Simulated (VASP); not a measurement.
Given:

```yaml
crystal:
  lattice:
    - [-1.58205, 1.58205, 1.58205]
    - [1.58205, -1.58205, 1.58205]
    - [1.58205, 1.58205, -1.58205]
  atoms:
    - { symbol: Mo, position: [0.00000, 0.00000, 0.00000] }
```

Calculation: PBE GGA, VASP's PBE PAW potentials (set 64) (plane waves; VASP). Numerical set-up: 520 eV cut-off, Gaussian smearing of 0.050 eV, potentials Mo_sv.

### Question
Estimate the band gap (along the path) with the smallest direct gap where there is one.

### Answer

| Quantity | Result |
|---|---|
| band gap (along the path) | none (metal, semimetal or under 0.01 eV) |

Only differences to runs with the same potentials and settings are physical.

The compound is Mo in the bcc structure. It was relaxed first.
